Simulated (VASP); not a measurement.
# Sn2Ge51P (Cm) in VASP: notebook

The runs below take Sn2Ge51P through relaxation of cell and atoms, with PBEsol, LDA.

All numbers are computed with VASP 6.6.1; they aren't measurements. Logs are shortened: lines on timing, memory, paths and dates and some standing lists are left out, and cuts for length are marked.

## Step 1: Starting point

It takes space group Cm (No. 8, monoclinic). Conventional cell: a = 20.870 Å, b = 12.049 Å, c = 12.049 Å, α = 90.00°, β = 125.26°, γ = 90.00°. Ge (site symmetry m) has 1 P at 2.46 Å and 3 Ge at 2.46 Å as nearest neighbours. Ge (site symmetry 1) is surrounded by 4 Ge at 2.46 Å. Ge (site symmetry 1) has 3 Ge at 2.46 Å and 1 Sn at 2.46 Å as nearest neighbours. Around Ge (site symmetry 1) lie 4 Ge at 2.46 Å. Ge (site symmetry 1) has 3 Ge at 2.46 Å and 1 P at 2.46 Å as nearest neighbours. Ge (site symmetry m) has 3 Ge at 2.46 Å and 1 Sn at 2.46 Å as nearest neighbours. Ge (site symmetry 1) has 4 Ge at 2.46 Å as nearest neighbours. Ge (site symmetry 1) is surrounded by 4 Ge at 2.46 Å.

The cell was built by a generator and needn't be a form met in nature.

## Step 2: Relaxation of cell and atoms, PBEsol

INCAR reads:

```
PREC = Accurate
ENCUT = 350
EDIFF = 1E-6
ISMEAR = 0
SIGMA = 0.05
LREAL = False
LASPH = True
NELM = 60
ALGO = Normal
ISIF = 3
LWAVE = False
LCHARG = False
GGA = PS
IBRION = 2
NSW = 40
EDIFFG = -0.01
```

KPOINTS reads:

```
regular mesh
0
Gamma
  2 2 2
```

POSCAR reads:

```
Sn2Ge51P
1.0
    0.0000000000      8.5200000000      8.5200000000
    8.5200000000      0.0000000000      8.5200000000
    8.5200000000      8.5200000000      0.0000000000
Ge P Sn
51 1 2
Direct
    0.0833333300      0.0833333300      0.0833333300
    0.0000000000      0.0000000000      0.3333333300
    0.0833333300      0.0833333300      0.4166666700
    0.0000000000      0.0000000000      0.6666666700
    0.0833333300      0.0833333300      0.7500000000
    0.0000000000      0.3333333300      0.0000000000
    0.0833333300      0.4166666700      0.0833333300
    0.0833333300      0.4166666700      0.4166666700
    0.0000000000      0.3333333300      0.6666666700
    0.0833333300      0.4166666700      0.7500000000
    0.0000000000      0.6666666700      0.0000000000
    0.0833333300      0.7500000000      0.0833333300
    0.0000000000      0.6666666700      0.3333333300
    0.0833333300      0.7500000000      0.4166666700
    0.0000000000      0.6666666700      0.6666666700
    0.0833333300      0.7500000000      0.7500000000
    0.3333333300      0.0000000000      0.0000000000
    0.4166666700      0.0833333300      0.0833333300
    0.3333333300      0.0000000000      0.3333333300
    0.4166666700      0.0833333300      0.4166666700
    0.3333333300      0.0000000000      0.6666666700
    0.4166666700      0.0833333300      0.7500000000
    0.3333333300      0.3333333300      0.0000000000
    0.4166666700      0.4166666700      0.0833333300
    0.3333333300      0.3333333300      0.3333333300
    0.4166666700      0.4166666700      0.4166666700
    0.3333333300      0.3333333300      0.6666666700
    0.4166666700      0.4166666700      0.7500000000
    0.3333333300      0.6666666700      0.0000000000
    0.4166666700      0.7500000000      0.0833333300
    0.3333333300      0.6666666700      0.3333333300
    0.4166666700      0.7500000000      0.4166666700
    0.3333333300      0.6666666700      0.6666666700
    0.4166666700      0.7500000000      0.7500000000
    0.7500000000      0.0833333300      0.0833333300
    0.6666666700      0.0000000000      0.3333333300
    0.7500000000      0.0833333300      0.4166666700
    0.6666666700      0.0000000000      0.6666666700
    0.7500000000      0.0833333300      0.7500000000
    0.6666666700      0.3333333300      0.0000000000
    0.7500000000      0.4166666700      0.0833333300
    0.6666666700      0.3333333300      0.3333333300
    0.7500000000      0.4166666700      0.4166666700
    0.6666666700      0.3333333300      0.6666666700
    0.7500000000      0.4166666700      0.7500000000
    0.6666666700      0.6666666700      0.0000000000
    0.7500000000      0.7500000000      0.0833333300
    0.6666666700      0.6666666700      0.3333333300
    0.7500000000      0.7500000000      0.4166666700
    0.6666666700      0.6666666700      0.6666666700
    0.7500000000      0.7500000000      0.7500000000
    0.0000000000      0.0000000000      0.0000000000
    0.0000000000      0.3333333300      0.3333333300
    0.6666666700      0.0000000000      0.0000000000
```

Potentials or basis: VASP PAW PBE potentials, release 64 (Ge, P, Sn).

On the command line:

```bash
> cat potpaw_PBE.64/Ge/POTCAR potpaw_PBE.64/P/POTCAR potpaw_PBE.64/Sn/POTCAR > POTCAR
> mpirun -np 1 vasp_std > vasp.out
```

OUTCAR:

```text
PREC = Accurate
   ENCUT = 350
   EDIFF = 1E-6
   ISMEAR = 0
   LREAL = False
   LASPH = True
   NELM = 60
   ISIF = 3
   GGA = PS
   IBRION = 2
   NSW = 40
   EDIFFG = -0.01

 ion  position               nearest neighbor table
   1  0.083  0.083  0.083-  52 2.46   6 2.46  17 2.46   2 2.46
   2  0.000  0.000  0.333-   1 2.46   3 2.46  14 2.46  37 2.46
   3  0.083  0.083  0.417-   2 2.46   4 2.46  19 2.46  53 2.46
   4  0.000  0.000  0.667-   5 2.46   3 2.46  16 2.46  39 2.46
   5  0.083  0.083  0.750-   4 2.46   9 2.46  21 2.46  52 2.46
   6  0.000  0.333  0.000-   1 2.46   7 2.46  10 2.46  41 2.46
[... 46 lines left out ...]
  53  0.000  0.333  0.333-   3 2.46   7 2.46  43 2.46   8 2.46
  54  0.667  0.000  0.000-  35 2.46  18 2.46  39 2.46  47 2.46

  LATTYP: Found a face centered cubic cell.
 ALAT       =    17.0400000000

  Lattice vectors:

 A1 = (   0.0000000000,   8.5200000000,   8.5200000000)
 A2 = (   8.5200000000,   0.0000000000,   8.5200000000)
 A3 = (   8.5200000000,   8.5200000000,   0.0000000000)

Analysis of symmetry for initial positions (statically):
=====================================================================
 Subroutine PRICEL returns:
 Original cell was already a primitive cell.

 Routine SETGRP: Setting up the symmetry group for a
 face centered cubic supercell.

 Subroutine GETGRP returns: Found  2 space group operations
 (whereof  2 operations were pure point group operations)
 out of a pool of 48 trial point group operations.

The static configuration has the point symmetry C_1h.

Analysis of symmetry for dynamics (positions and initial velocities):
=====================================================================
 Subroutine PRICEL returns:
 Original cell was already a primitive cell.

 Routine SETGRP: Setting up the symmetry group for a
 face centered cubic supercell.

 Subroutine GETGRP returns: Found  2 space group operations
 (whereof  2 operations were pure point group operations)
 out of a pool of 48 trial point group operations.

The dynamic configuration has the point symmetry C_1h.

 Subroutine INISYM returns: Found  2 space group operations
 (whereof  2 operations are pure point group operations),
 and found     1 'primitive' translations

----------------------------------------------------------------------------------------

                                     Primitive cell

  volume of cell :    1236.9404

  direct lattice vectors                    reciprocal lattice vectors
     0.000000000  8.520000000  8.520000000    -0.058685446  0.058685446  0.058685446
     8.520000000  0.000000000  8.520000000     0.058685446 -0.058685446  0.058685446
     8.520000000  8.520000000  0.000000000     0.058685446  0.058685446 -0.058685446

  length of vectors
    12.049099551 12.049099551 12.049099551     0.101646174  0.101646174  0.101646174

  position of ions in fractional coordinates (direct lattice)
     0.083333330  0.083333330  0.083333330
     0.000000000  0.000000000  0.333333330
     0.083333330  0.083333330  0.416666670
     0.000000000  0.000000000  0.666666670
     0.083333330  0.083333330  0.750000000
     0.000000000  0.333333330  0.000000000
[... 46 lines left out ...]
     0.000000000  0.333333330  0.333333330
     0.666666670  0.000000000  0.000000000

  ion indices of the primitive-cell ions
   primitive index   ion index
                 1           1
                 2           2
                 3           3
                 4           4
                 5           5
                 6           6
[... 46 lines left out ...]
                53          53
                54          54

----------------------------------------------------------------------------------------

 KPOINTS: regular mesh

Automatic generation of k-mesh.
 Grid dimensions read from file:
 generate k-points for:    2    2    2

 Generating k-lattice:

  Cartesian coordinates                     Fractional coordinates (reciprocal lattice)
    -0.029342723  0.029342723  0.029342723     0.500000000  0.000000000  0.000000000
[... 44 lines left out ...]
  volume/ion in A,a.u.               =      22.91       154.58
  Fermi-wavevector in a.u.,A,eV,Ry     =   0.916456  1.731852 11.427429  0.839892
  Thomas-Fermi vector in A             =   2.041314
   LORBIT       =      0    0 simple, 1 ext, 2 COOP (PROOUT), +10 PAW based schemes
   GGA     = PS    functional components
   LHFCALC =     F    Hartree Fock is set to
   AEXX    =    0.0000 exact exchange contribution
   IVDW    =     0    specifies the selected vdW correction
   LEPSILON=     F    determine dielectric tensor
   LRPA    =     F    only Hartree local field effects (RPA)
 conjugate gradient relaxation of ions
 non-spin polarized calculation
 Gauss-broadening in eV      SIGMA  =   0.05
  energy-cutoff  :      350.00
  volume of cell :     1236.94
 maximum number of plane-waves:     18456
 NGX is ok and might be reduce to    80
   NGX = 37   NGY = 37   NGZ = 37

--------------------------------------- Ionic step        1  -------------------------------------------

 number of electron     216.9999999 magnetization

 Free energy of the ion-electron system (eV)
  ---------------------------------------------------
  ext. energy  EPLUGINS =         0.00000000
  ---------------------------------------------------
  free energy    TOTEN  =      -261.09518778 eV

  energy without entropy =     -261.08115831  energy(sigma->0) =     -261.08817304

------------------------ aborting loop because EDIFF is reached ----------------------------------------

  FORCE on cell =-STRESS in cart. coord.  units (eV):
  Direction    XX          YY          ZZ          XY          YZ          ZX
  --------------------------------------------------------------------------------------
  -------------------------------------------------------------------------------------
  Total       17.7719629     17.6319162     17.6319162     -0.0561806     -0.2808096     -0.0561801
  in kB       23.0195697     22.8381707     22.8381707     -0.0727693     -0.3637255     -0.0727687
  external PRESSURE =      22.8986370 kB  Pullay stress =       0.0000000 kB
[... 245 lines left out ...]
  FREE ENERGIE OF THE ION-ELECTRON SYSTEM (eV)
  ---------------------------------------------------
  free  energy   TOTEN  =      -261.9412201756 eV

  energy  without entropy=     -261.9290535645  energy(sigma->0) =     -261.93513687

[... ionic steps 4 to 9 ...]

--------------------------------------- Ionic step       10  -------------------------------------------

 number of electron     216.9999995 magnetization

------------------------ aborting loop because EDIFF is reached ----------------------------------------
[... 171 lines left out ...]
--------------------------------------- Ionic step       12  -------------------------------------------

 number of electron     216.9999995 magnetization

 Free energy of the ion-electron system (eV)
  ---------------------------------------------------
  ext. energy  EPLUGINS =         0.00000000
  ---------------------------------------------------
  free energy    TOTEN  =      -262.10932209 eV

  energy without entropy =     -262.09268249  energy(sigma->0) =     -262.10100229

 E-fermi :   3.4222     XC(G=0):  -9.1657

 val. band max:        3.3821375500   @ k =   0.0000   0.5000   0.0000
 cond. band min:       3.4242148617   @ k =   0.0000   0.0000   0.0000
 fundamental gap:      0.0420773118
 Fermi energy:         3.4221891185

 k-point     1 :       0.0000    0.0000    0.0000
  band No.  band energies     occupation
      1      -9.2311      2.00000
      2      -8.6076      2.00000
      3      -7.8930      2.00000
      4      -7.8873      2.00000
      5      -7.8785      2.00000
      6      -7.8720      2.00000
[... 727 lines left out ...]
    119       4.9688      0.00000
    120       4.9790      0.00000
 [bands above 120 left out]

------------------------ aborting loop because EDIFF is reached ----------------------------------------

  FORCE on cell =-STRESS in cart. coord.  units (eV):
  Direction    XX          YY          ZZ          XY          YZ          ZX
  --------------------------------------------------------------------------------------
  -------------------------------------------------------------------------------------
  Total       -0.0376780     -0.0369782     -0.0369782     -0.0325850     -0.0116502     -0.0325845
  in kB       -0.0472857     -0.0464075     -0.0464075     -0.0408939     -0.0146209     -0.0408934
  external PRESSURE =      -0.0467002 kB  Pullay stress =       0.0000000 kB
[... 69 lines left out ...]
  FREE ENERGIE OF THE ION-ELECTRON SYSTEM (eV)
  ---------------------------------------------------
  free  energy   TOTEN  =      -262.1093220869 eV

  energy  without entropy=     -262.0926824881  energy(sigma->0) =     -262.10100229

 reached required accuracy - stopping structural energy minimisation
```

It took 2.3 h on 1 thread of Intel Xeon Platinum 8488C (Sapphire Rapids), shared host; peak memory 1.3 GiB.

What came out:

| Property | Result |
| --- | --- |
| Free energy | -262.1093 eV |
| Relaxed volume | 23.64 Å³/atom |
| Relaxed cell | a = 12.167 Å, b = 12.176 Å, c = 12.176 Å, α = 60.05°, β = 60.04°, γ = 60.04° |
| Space group after relaxing (to 0.05 Å) | Cm (No. 8) |
| Energy gained by relaxing | 18.8 meV/atom |
| Ionic steps | 12 |
| Pressure after relaxing | 0.0 GPa |
| Largest force after relaxing | 0.008 eV/Å |
| Band gap on the k mesh | none (metal or under the smearing width) |

Forces on the atoms (eV/Å):
```
Ge   0.004  0.000  0.000
Ge  -0.001  0.003 -0.003
Ge   0.003  0.000 -0.003
Ge   0.001  0.001  0.001
Ge  -0.001 -0.003  0.002
Ge  -0.001 -0.003  0.003
Ge   0.003 -0.003  0.000
Ge   0.002  0.000  0.000
Ge  -0.001  0.000  0.002
Ge   0.000 -0.001  0.001
Ge   0.001  0.001  0.001
Ge  -0.001  0.002 -0.003
Ge  -0.001  0.002  0.000
Ge   0.000  0.001 -0.001
Ge   0.000  0.000  0.000
Ge   0.005  0.000  0.000
Ge  -0.002 -0.002 -0.002
Ge   0.001 -0.004 -0.004
Ge   0.002 -0.005  0.001
Ge  -0.003 -0.002  0.002
Ge  -0.004  0.002  0.001
Ge  -0.001  0.003  0.000
Ge   0.002  0.001 -0.005
Ge  -0.003  0.002 -0.002
Ge  -0.002 -0.002 -0.002
Ge  -0.002 -0.003 -0.003
Ge  -0.002  0.001  0.000
Ge   0.002  0.008 -0.003
Ge  -0.004  0.001  0.002
Ge  -0.001  0.000  0.003
Ge  -0.002  0.000  0.001
Ge   0.002 -0.003  0.008
Ge   0.000  0.001  0.001
Ge   0.000  0.000  0.000
Ge  -0.005  0.001  0.001
Ge  -0.004 -0.001  0.004
Ge   0.002  0.000  0.001
Ge   0.001 -0.001  0.001
Ge   0.002  0.001  0.001
Ge  -0.004  0.004 -0.001
Ge   0.002  0.001  0.000
Ge   0.003 -0.002 -0.002
Ge   0.001  0.002  0.002
Ge   0.000 -0.002 -0.001
Ge  -0.003 -0.001 -0.002
Ge   0.001  0.001 -0.001
Ge   0.002  0.001  0.001
Ge   0.000 -0.001 -0.002
Ge  -0.003 -0.002 -0.001
Ge   0.000 -0.001 -0.001
Ge   0.005 -0.001 -0.001
P    0.002  0.000  0.000
Sn  -0.001  0.002  0.002
Sn   0.002 -0.002 -0.002
```

Step by step:
```
step  energy change (eV)  largest force (eV/Å)  pressure (GPa)  volume (Å³)
   1              0.0000                1.7168            2.29      1236.94
   2             -0.8441                0.4262           -0.90      1296.48
   3             -0.8460                0.4741           -0.76      1293.45
   4             -0.9816                0.1787           -0.12      1279.31
   5             -0.9978                0.1244            0.21      1272.49
   6             -1.0101                0.0679            0.01      1276.44
   7             -1.0110                0.0604           -0.07      1277.88
   8             -1.0134                0.0275            0.00      1276.53
   9             -1.0137                0.0172            0.03      1275.89
  10             -1.0140                0.0112           -0.01      1276.73
  11             -1.0140                0.0111           -0.01      1276.73
  12             -1.0141                0.0083            0.00      1276.64
```

Final structure:
```xyz
54
Lattice="-0.0017 8.6037 8.6037 8.6104 -0.0068 8.6088 8.6104 8.6088 -0.0068" Properties=species:S:1:pos:R:3 pbc="T T T"
Ge    1.4205    1.4193    1.4193
Ge   11.4596   11.4635   17.1769
Ge    4.2388    4.3710    1.3693
Ge   14.3384    5.7519    8.5884
Ge    7.1910    7.1878    1.4222
Ge   11.4596   17.1769   11.4635
Ge    4.2388    1.3693    4.3710
Ge    7.2379    4.3689    4.3689
Ge    8.6390   14.3582   11.4687
Ge   10.0466    7.1694    4.3065
Ge   14.3384    8.5884    5.7519
Ge    7.1910    1.4222    7.1878
Ge    8.6390   11.4687   14.3582
Ge   10.0466    4.3065    7.1694
Ge   11.4770   14.3362   14.3362
Ge   12.9060    7.1654    7.1654
Ge   17.1990   11.4492   11.4492
Ge    1.5089    4.2283    4.2283
Ge   11.4783    5.7489   11.4582
Ge    4.3095    7.1653    4.3004
Ge   14.3510    8.6187   11.4694
Ge    7.1758   10.0388    4.3073
Ge   11.4783   11.4582    5.7489
Ge    4.3095    4.3004    7.1653
Ge    5.7427    5.7517    5.7517
Ge    7.1755    7.1698    7.1698
Ge    8.6092    8.6020    5.7348
Ge   10.0426   10.0361    7.1653
Ge   14.3510   11.4694    8.6187
Ge    7.1758    4.3073   10.0388
Ge    8.6092    5.7348    8.6020
Ge   10.0426    7.1653   10.0361
Ge   11.4774    8.6027    8.6027
Ge   12.9072   10.0372   10.0372
Ge    1.4834    7.2567    7.2567
Ge   11.4903    8.6302   14.3453
Ge    4.3138   10.0422    7.1645
Ge   14.3314   11.4542   14.3345
Ge    7.1036   12.8306    7.2321
Ge   11.4903   14.3453    8.6302
Ge    4.3138    7.1645   10.0422
Ge    5.7402    8.5865    8.5865
Ge    7.2436    9.9679    9.9679
Ge    8.6262   11.4561    8.6004
Ge   10.0459   12.9000   10.0409
Ge   14.3314   14.3345   11.4542
Ge    7.1036    7.2321   12.8306
Ge    8.6262    8.6004   11.4561
Ge   10.0459   10.0409   12.9000
Ge   11.4832   11.4719   11.4719
Ge   12.9120   12.9066   12.9066
P     0.0010    0.0173    0.0173
Sn    5.7404   11.4696   11.4696
Sn   17.2044   14.3393   14.3393
```

Caveat: the PAW data sets were made with another functional, which shifts forces and pressure a little.

(Part 1 of 2 ends here.)
